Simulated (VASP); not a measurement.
# BSe: G0W0 gap of a sheet against vacuum

How does the G0W0 gap of a single sheet of BSe depend on the vacuum between its repeats?

Method: PBE; plane waves and PAW (B, Se), in the first sound run; inputs show where later runs differ, in VASP 6.6.1.

## (1) The structure

The cell holds 4 atoms: 2 B and 2 Se. Cell: a = 3.151 Å, b = 3.151 Å, c = 11.000 Å, α = 90.0°, β = 90.0°, γ = 120.0°. Vacuum lies along c.

As a file:

```cif
data_structure
_symmetry_space_group_name_H-M 'P 1'
_symmetry_Int_Tables_number 1
_cell_length_a 3.1507
_cell_length_b 3.1507
_cell_length_c 11.0000
_cell_angle_alpha 90.000
_cell_angle_beta 90.000
_cell_angle_gamma 120.000
_cell_volume 94.57
loop_
_atom_site_label
_atom_site_type_symbol
_atom_site_fract_x
_atom_site_fract_y
_atom_site_fract_z
_atom_site_occupancy
B1 B 0.33333 0.66667 0.57636 1
B2 B 0.33333 0.66667 0.42364 1
Se3 Se 0.66667 0.33333 0.65250 1
Se4 Se 0.66667 0.33333 0.34750 1
```

## (2) Relaxation

The atoms are relaxed first inside the given cell, which is kept (ISIF = 2), since band edges depend on the positions.

Contents of INCAR:

```
SYSTEM = BSe
PREC = Accurate
ENCUT = 420
EDIFF = 1E-06
NELM = 100
ISMEAR = 0
SIGMA = 0.05
LREAL = .FALSE.
ALGO = Normal
GGA = PE
NBANDS = 15
LWAVE = .FALSE.
LCHARG = .FALSE.
KPAR = 4
IBRION = 2
NSW = 60
ISIF = 2
EDIFFG = -0.01
```

Contents of POSCAR:

```
BSe
1.0
    3.1506780000      0.0000000000      0.0000000000
   -1.5753390000      2.7285671871      0.0000000000
    0.0000000000      0.0000000000     11.0000000000
B Se
2 2
Direct
    0.3333333333      0.6666666667      0.5763636364
    0.3333333333      0.6666666667      0.4236363636
    0.6666666667      0.3333333333      0.6525020000
    0.6666666667      0.3333333333      0.3474980000
```

Contents of KPOINTS:

```
Automatic mesh
0
Gamma
7 7 1
0 0 0
```

Potentials, in the order of the species: B and Se (PBE family, release 64).

Started as:

```console
$ mpirun -np 8 vasp_std
```

Output:

```text
[banner, memory and clock lines left out]
running    8 mpi-ranks, on    1 nodes
 distrk:  each k-point on    2 cores,    4 groups
 distr:  one band on    1 cores,    2 groups

 POSCAR found type information on POSCAR B Se
 POSCAR found :  2 types and       4 ions
|                                                                             |
|           W    W    AA    RRRRR   N    N  II  N    N   GGGG   !!!           |
|           W    W   A  A   R    R  NN   N  II  NN   N  G    G  !!!           |
|           W    W  A    A  R    R  N N  N  II  N N  N  G       !!!           |
|           W WW W  AAAAAA  RRRRR   N  N N  II  N  N N  G  GGG   !            |
|           WW  WW  A    A  R   R   N   NN  II  N   NN  G    G                |
|           W    W  A    A  R    R  N    N  II  N    N   GGGG   !!!           |
|                                                                             |
|     For optimal performance we recommend to set                             |
|       NCORE = 2 up to number-of-cores-per-socket                            |
|     NCORE specifies how many cores store one orbital (NPAR=cpu/NCORE).      |
|     This setting can greatly improve the performance of VASP for DFT.       |
|     The default, NCORE=1 might be grossly inefficient on modern             |
|     multi-core architectures or massively parallel machines. Do your        |
|     Unfortunately you need to use the default for GW and RPA                |
|     calculations (for HF NCORE is supported but not extensively tested      |
|     yet).                                                                   |
|                                                                             |

 LDA part: xc-table for (Slater+PW92), standard interpolation
|                                                                             |
|           W    W    AA    RRRRR   N    N  II  N    N   GGGG   !!!           |
|           W    W   A  A   R    R  NN   N  II  NN   N  G    G  !!!           |
|           W    W  A    A  R    R  N N  N  II  N N  N  G       !!!           |
|           W WW W  AAAAAA  RRRRR   N  N N  II  N  N N  G  GGG   !            |
|           WW  WW  A    A  R   R   N   NN  II  N   NN  G    G                |
|           W    W  A    A  R    R  N    N  II  N    N   GGGG   !!!           |
|                                                                             |
|     The number of bands has been changed from the values supplied in        |
|     The orbitals not found in the WAVECAR file will be initialized with     |
|     random numbers, which is usually adequate. For correlated               |
|     calculations, however, you should redo the groundstate calculation.     |
|     I found NBANDS = 15. Now, NBANDS = 16.                                  |
|                                                                             |

 POSCAR, INCAR and KPOINTS ok, starting setup
 FFT: planning ... GRIDC
 FFT: planning ... GRID_SOFT
 FFT: planning ... GRID
 WAVECAR not read
 entering main loop
       N       E                     dE             d eps       ncg     rms          rms(c)
DAV:   1     0.852126273889E+02    0.85213E+02   -0.65410E+03   256   0.773E+02
DAV:   2    -0.159164511752E+02   -0.10113E+03   -0.94192E+02   344   0.166E+02
DAV:   3    -0.223420234429E+02   -0.64256E+01   -0.63940E+01   360   0.485E+01
DAV:   4    -0.224264752901E+02   -0.84452E-01   -0.84422E-01   312   0.589E+00
DAV:   5    -0.224282233877E+02   -0.17481E-02   -0.17480E-02   360   0.793E-01    0.105E+01
DAV:   6    -0.206896274137E+02    0.17386E+01   -0.23932E+00   304   0.117E+01    0.464E+00
DAV:   7    -0.205841548047E+02    0.10547E+00   -0.10393E+00   352   0.556E+00    0.203E+00
DAV:   8    -0.205587638078E+02    0.25391E-01   -0.54953E-02   304   0.158E+00    0.603E-01
DAV:   9    -0.205589757853E+02   -0.21198E-03   -0.10953E-02   368   0.636E-01    0.138E-01
DAV:  10    -0.205591110514E+02   -0.13527E-03   -0.10437E-03   264   0.193E-01    0.464E-02
DAV:  11    -0.205592822258E+02   -0.17117E-03   -0.30756E-04   296   0.939E-02    0.300E-02
DAV:  12    -0.205594550008E+02   -0.17278E-03   -0.29536E-04   256   0.740E-02    0.176E-02
DAV:  13    -0.205594821546E+02   -0.27154E-04   -0.83831E-05   272   0.424E-02    0.687E-03
DAV:  14    -0.205594862245E+02   -0.40699E-05   -0.89389E-06   280   0.202E-02    0.281E-03
DAV:  15    -0.205594866697E+02   -0.44528E-06   -0.75028E-07   272   0.597E-03
   1 F= -.20559487E+02 E0= -.20559487E+02  d E =-.205595E+02
 curvature:   0.00 expect dE= 0.000E+00 dE for cont linesearch  0.000E+00
 trial: gam= 0.00000 g(F)=  0.542E+00 g(S)=  0.000E+00 ort = 0.000E+00 (trialstep = 0.100E+01)
 search vector abs. value=  0.542E+00
 bond charge predicted
       N       E                     dE             d eps       ncg     rms          rms(c)
DAV:   1    -0.206476203296E+02   -0.88134E-01   -0.20472E+01   264   0.257E+01    0.142E+00
DAV:   2    -0.207241272019E+02   -0.76507E-01   -0.10785E+00   344   0.552E+00    0.857E-01
DAV:   3    -0.207224613222E+02    0.16659E-02   -0.15401E-02   304   0.818E-01    0.626E-01
DAV:   4    -0.207209327429E+02    0.15286E-02   -0.24525E-03   312   0.302E-01    0.247E-01
DAV:   5    -0.207205589603E+02    0.37378E-03   -0.68862E-04   304   0.158E-01    0.567E-02
DAV:   6    -0.207204955171E+02    0.63443E-04   -0.60788E-05   312   0.463E-02    0.166E-02
DAV:   7    -0.207204541477E+02    0.41369E-04   -0.68148E-05   272   0.423E-02    0.151E-02
DAV:   8    -0.207204478607E+02    0.62871E-05   -0.14809E-05   264   0.224E-02    0.585E-03
DAV:   9    -0.207204458620E+02    0.19987E-05   -0.25600E-06   296   0.987E-03    0.194E-03
DAV:  10    -0.207204454878E+02    0.37424E-06   -0.36808E-07   224   0.378E-03
   2 F= -.20720445E+02 E0= -.20720445E+02  d E =-.160959E+00
[...]
3 F= -.20753196E+02 E0= -.20753196E+02  d E =-.193710E+00
[...]
4 F= -.20848808E+02 E0= -.20848808E+02  d E =-.956119E-01
[...]
5 F= -.20848827E+02 E0= -.20848827E+02  d E =-.956308E-01
[...]
6 F= -.20848845E+02 E0= -.20848845E+02  d E =-.176387E-04
 trial-energy change:   -0.000018  1 .order   -0.000021   -0.000136    0.000095
 step:   0.5532(harm=  0.5532)  dis= 0.00116  next Energy=   -20.848867 (dE=-0.402E-04)
 bond charge predicted
       N       E                     dE             d eps       ncg     rms          rms(c)
DAV:   1    -0.208488602568E+02   -0.14778E-04   -0.11827E-03   264   0.194E-01    0.127E-02
DAV:   2    -0.208488649626E+02   -0.47059E-05   -0.61020E-05   360   0.421E-02    0.457E-03
DAV:   3    -0.208488650381E+02   -0.75519E-07   -0.71224E-07   216   0.608E-03
   7 F= -.20848865E+02 E0= -.20848865E+02  d E =-.380648E-04
 curvature:  -0.40 expect dE=-0.514E-07 dE for cont linesearch -0.591E-08
 trial: gam=-0.00637 g(F)=  0.128E-06 g(S)=  0.000E+00 ort =-0.176E-05 (trialstep = 0.862E+00)
 search vector abs. value=  0.159E-06
 reached required accuracy - stopping structural energy minimisation
```

Elapsed: 14 s, on 8 MPI ranks of AMD EPYC 7R43, shared host; peak memory 1.4 GiB; 1.8 min of CPU time.

Lines that name or quote the potential files are left out of all logs, and their timing lines are given in words.

Parts of OUTCAR (step 2):

```text
ion  position               nearest neighbor table
   1  0.333  0.667  0.576-   2 1.68   3 2.00   3 2.00   3 2.00
   2  0.333  0.667  0.424-   1 1.68   4 2.00   4 2.00   4 2.00
   3  0.667  0.333  0.653-   1 2.00   1 2.00   1 2.00
   4  0.667  0.333  0.347-   2 2.00   2 2.00   2 2.00

  LATTYP: Found a hexagonal cell.
 ALAT       =     3.1506780000
 C/A-ratio  =     3.4913120287

 Subroutine GETGRP returns: Found 12 space group operations
 (whereof 12 operations were pure point group operations)

The static configuration has the point symmetry D_3h.

 Found      8 irreducible k-points:

   k-points           NKPTS =      8   k-points in BZ     NKDIM =      8   number of bands    NBANDS=     16

   dimension x,y,z NGX =    24 NGY =   24 NGZ =   80
   dimension x,y,z NGXF=    48 NGYF=   48 NGZF=  160

   ENCUT  =  420.0 eV  30.87 Ry    5.56 a.u.   5.26  5.26 18.38*2*pi/ulx,y,z

   NELECT =      18.0000    total number of electrons

 k-points in reciprocal lattice and weights: Automatic mesh
   0.00000000  0.00000000  0.00000000       0.020
   0.14285714  0.00000000  0.00000000       0.122
   0.28571429  0.00000000  0.00000000       0.122
   0.42857143  0.00000000  0.00000000       0.122
   0.14285714  0.14285714  0.00000000       0.122
   0.28571429  0.14285714  0.00000000       0.245
   0.42857143  0.14285714  0.00000000       0.122
   0.28571429  0.28571429  0.00000000       0.122

 average (electrostatic) potential at core
       1 -31.3054       2 -31.3054       3 -57.4281       4 -57.4281

 E-fermi :   1.3313

 k-point     1 :       0.0000    0.0000    0.0000
  band No.  band energies     occupation
    ...
      5       0.1768      2.00000
      6       0.1768      2.00000
      7       0.2823      2.00000
      8       1.0712      2.00000
      9       1.0712      2.00000
     10       4.9281      0.00000
     11       4.9281      0.00000
     12       5.4651      0.00000
     13       5.7397      0.00000
     14       6.0666      0.00000
    ...

 k-point     2 :       0.1429    0.0000    0.0000
  band No.  band energies     occupation
    ...
      5      -1.8388      2.00000
      6      -1.0238      2.00000
      7      -0.4981      2.00000
      8       0.3299      2.00000
      9       0.4233      2.00000
     10       4.1929      0.00000
     11       5.6816      0.00000
     12       5.9082      0.00000
     13       5.9297      0.00000
     14       7.2795      0.00000
    ...

 k-point     3 :       0.2857    0.0000    0.0000
  band No.  band energies     occupation
    ...
      5      -4.3667      2.00000
      6      -1.8352      2.00000
      7      -1.5414      2.00000
      8      -0.6051      2.00000
      9      -0.1288      2.00000
     10       3.5706      0.00000
     11       4.8419      0.00000
     12       6.1546      0.00000
     13       6.4914      0.00000
     14       7.6097      0.00000
    ...

  Total        4.1166676      4.1166676     -0.0414640      0.0000000      0.0000000     -0.0000000
  in kB       69.7469185     69.7469185     -0.7025070      0.0000000      0.0000000     -0.0000000
  external PRESSURE =      46.2637766 kB  Pullay stress =       0.0000000 kB

  energy-cutoff  :      420.00
  volume of cell :       94.57
      direct lattice vectors                 reciprocal lattice vectors
     3.150678000  0.000000000  0.000000000     0.317392003  0.183246358  0.000000000
    -1.575339000  2.728567187  0.000000000     0.000000000  0.366492716  0.000000000
     0.000000000  0.000000000 11.000000000     0.000000000  0.000000000  0.090909091

 POSITION                                       TOTAL-FORCE (eV/Angst)
 -----------------------------------------------------------------------------------
     -0.00000      1.81904      6.35452         0.000000      0.000000     -0.000869
     -0.00000      1.81904      4.64548         0.000000      0.000000      0.000869
      1.57534      0.90952      7.31950        -0.000000     -0.000000     -0.000756
      1.57534      0.90952      3.68050        -0.000000     -0.000000      0.000756
 -----------------------------------------------------------------------------------
    total drift:                                0.000000     -0.000000      0.000000

  FREE ENERGIE OF THE ION-ELECTRON SYSTEM (eV)
  ---------------------------------------------------
  free  energy   TOTEN  =       -20.8488650381 eV

  energy  without entropy=      -20.8488650381  energy(sigma->0) =      -20.84886504

 reached required accuracy - stopping structural energy minimisation

[... 3 further parts left out ...]
```

The run keeps the 12 symmetry operations of its start, so it cannot find a distortion of lower symmetry.

The steps of the relaxation:

```
step  energy less that of the first step (eV)  largest force (eV/Å)
   1                                   0.0000                2.1895
   2                                  -0.1610                2.4434
   3                                  -0.1937                1.3969
   4                                  -0.2893                0.0477
   5                                  -0.2893                0.0319
   6                                  -0.2894                0.0198
   7                                  -0.2894                0.0009
```

The atoms that moved most (Å):

```
atom     dx     dy      dz  length
 Se3  0.000  0.000   0.142   0.142
 Se4  0.000  0.000  -0.142   0.142
  B2  0.000  0.000  -0.015   0.015
  B1  0.000  0.000   0.015   0.015
```

The relaxed structure:

```xyz
4
Lattice="3.1507 0.0000 0.0000 -1.5753 2.7286 0.0000 0.0000 0.0000 11.0000" Properties=species:S:1:pos:R:3
B     0.0000    1.8190    6.3545
B     0.0000    1.8190    4.6455
Se    1.5753    0.9095    7.3195
Se    1.5753    0.9095    3.6805
```

This step gave:

```
free energy (TOTEN) : -20.85 eV
Fermi energy        : 1.331 eV
```

At PBE, with these data sets, the largest force is down to 8.7e-4 eV/Å. The lattice constant was typed and isn't relaxed: the sheet is compressed, by 7.7 N/m.

[end of part 1 of 5]

[Lines on the potential files, build, host, timing and source positions are cut from VASP's logs without a mark.]

[Logs are printed without paths, hosts, clocks, repeated set-up lines and the standing remarks that a program may print on its own settings, such as how far it seeks lower states.]

[Hosts, paths, dates, database ids (printed as entryN), source tags and the programs' standing remarks are cut or masked in the printed files.]

[Pressures printed for these runs are not shown converged in the cutoff: they can be off by several GPa and have the wrong sign.]
